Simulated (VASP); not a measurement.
Calculation: PBEsol GGA, VASP's PBE PAW potentials (set 64) (plane waves; VASP 6.6.1).

VASP input:

File POSCAR:
```
FeAl
5.820
  0.5000000000   0.0000000000   0.0000000000
  0.0000000000   0.5000000000   0.0000000000
  0.0000000000   0.0000000000   0.5000000000
Al Fe
1 1
Cart
  0.2500000000   0.2500000000   0.2500000000
  0.0000000000   0.0000000000   0.0000000000
```

File KPOINTS:
```
Automatic mesh
0
Gamma
11 11 11
0 0 0
```

### INCAR
```
SYSTEM = FeAl
PREC = Accurate
ENCUT = 300
EDIFF = 1E-6
NELM = 100
ALGO = Normal
LREAL = .FALSE.
LASPH = .TRUE.
ISMEAR = -1
SIGMA = 0.1
GGA = PS
LMAXMIX = 4
LWAVE = .FALSE.
LCHARG = .FALSE.
ISIF = 2
```

POTCAR, in this order: Al Fe (PBE.64 set). Program: vasp_std.

Output of the run:

**OSZICAR**
```
       N       E                     dE             d eps       ncg     rms          rms(c)
DAV:   1     0.203011404301E+02    0.20301E+02   -0.35789E+03  1032   0.773E+02
DAV:   2    -0.149289682685E+02   -0.35230E+02   -0.33894E+02  1009   0.157E+02
DAV:   3    -0.158128731017E+02   -0.88390E+00   -0.86923E+00  1218   0.292E+01
DAV:   4    -0.158290357471E+02   -0.16163E-01   -0.16150E-01  1296   0.394E+00
DAV:   5    -0.158292539391E+02   -0.21819E-03   -0.21818E-03  1193   0.351E-01    0.141E+01
DAV:   6    -0.183891221639E+02   -0.25599E+01   -0.86447E+01  1147   0.133E+02    0.201E+01
DAV:   7    -0.137321374446E+02    0.46570E+01   -0.43311E+01  1102   0.824E+01    0.259E+00
DAV:   8    -0.137025402022E+02    0.29597E-01   -0.24194E-01  1058   0.532E+00    0.155E+00
DAV:   9    -0.136859210669E+02    0.16619E-01   -0.49839E-02  1169   0.313E+00    0.399E-01
DAV:  10    -0.136853628640E+02    0.55820E-03   -0.89892E-04  1220   0.353E-01    0.180E-01
DAV:  11    -0.136853258719E+02    0.36992E-04   -0.27888E-05  1086   0.451E-02    0.115E-02
DAV:  12    -0.136853248839E+02    0.98795E-06   -0.27237E-06  1138   0.166E-02
   1 F= -.13685325E+02 E0= -.13635893E+02  d E =-.988638E-01
```

**OUTCAR**
```
------------------------ aborting loop because EDIFF is reached ----------------------------------------
  FORCE on cell =-STRESS in cart. coord.  units (eV):
  Direction    XX          YY          ZZ          XY          YZ          ZX
  --------------------------------------------------------------------------------------
  Total       -1.7756499     -1.7756499     -1.7756499     -0.0000000     -0.0000000     -0.0000000
  in kB     -115.4486750   -115.4486750   -115.4486750     -0.0000000     -0.0000000     -0.0000000
  external PRESSURE =    -115.4486750 kB  Pullay stress =       0.0000000 kB
  volume of cell :       24.64
      direct lattice vectors                 reciprocal lattice vectors
     2.910000000  0.000000000  0.000000000     0.343642612  0.000000000  0.000000000
     0.000000000  2.910000000  0.000000000     0.000000000  0.343642612  0.000000000
     0.000000000  0.000000000  2.910000000     0.000000000  0.000000000  0.343642612
 POSITION                                       TOTAL-FORCE (eV/Angst)
 -----------------------------------------------------------------------------------
      1.45500      1.45500      1.45500         0.000000      0.000000      0.000000
      0.00000      0.00000      0.00000         0.000000      0.000000      0.000000
 -----------------------------------------------------------------------------------
    total drift:                                0.000000      0.000000     -0.000000
  FREE ENERGIE OF THE ION-ELECTRON SYSTEM (eV)
  ---------------------------------------------------
  free  energy   TOTEN  =       -13.6853248839 eV

  energy  without entropy=      -13.5864611281  energy(sigma->0) =      -13.63589301
```
(Selected blocks of OUTCAR.)

At this cut-off the stress carries a Pulay error, which pulls relaxed volumes low.

The structure is a typed FeAl crystal (Pm-3m). The cell was not relaxed at this level. The run is one of a series of settings (GGA = PS against the base run), some of them coarse on purpose. The run is not spin-polarised, so no magnetic state was tried. The electron count is odd and the run is not spin-polarised, which forces a metal.
